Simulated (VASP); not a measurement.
A convergence study with VASP on WSe2 (2H layered): one setting is varied, all else stays as given below, so the limit is that of these other settings. Each run relaxes cell and ions from the cell shown. The basis is that of the starting cell, so low cut-offs carry a Pulay error.

```yaml
crystal:
  lattice:
    - [1.64000, -2.84056, 0.00000]
    - [1.64000, 2.84056, 0.00000]
    - [0.00000, 0.00000, 12.96000]
  atoms:
    - { symbol: W, position: [0.33333, 0.66667, 0.25000] }
    - { symbol: W, position: [0.66667, 0.33333, 0.75000] }
    - { symbol: Se, position: [0.33333, 0.66667, 0.87900] }
    - { symbol: Se, position: [0.66667, 0.33333, 0.37900] }
    - { symbol: Se, position: [0.66667, 0.33333, 0.12100] }
    - { symbol: Se, position: [0.33333, 0.66667, 0.62100] }
```

Computed with PBE GGA, VASP's PBE PAW potentials (set 64) (plane waves; VASP). The tightest run used: 700 eV cut-off, 7×7×2 Γ-centred mesh, Gaussian smearing of 0.050 eV, potentials W_sv Se.

| setting | relaxed volume (Å³/atom) | E (eV/atom) | plane waves |
|---|---|---|---|
| ENCUT = 150 | 17.331 | -7.4188 | 523 |
| ENCUT = 200 | 20.154 | -7.1755 | 792 |
| ENCUT = 250 | 21.837 | -7.1982 | 1114 |
| ENCUT = 300 | 22.426 | -7.2026 | 1444 |
| ENCUT = 350 | 22.768 | -7.2048 | 1823 |

### Question
These are the cheaper rows. Estimate the results at ENCUT = 700, and how far the last row shown lies from them.

### Answer

| quantity | tightest run | last row shown is off by |
|---|---|---|
| relaxed volume (Å³/atom) | 24.462 | -1.694 |
| E (eV/atom) | -7.2095 | 0.0047 |

Left out are rungs that failed or repeat a setting and relaxations that didn't move; long series are thinned to 24 rows.

The compound is WSe2 in the 2H layered structure.
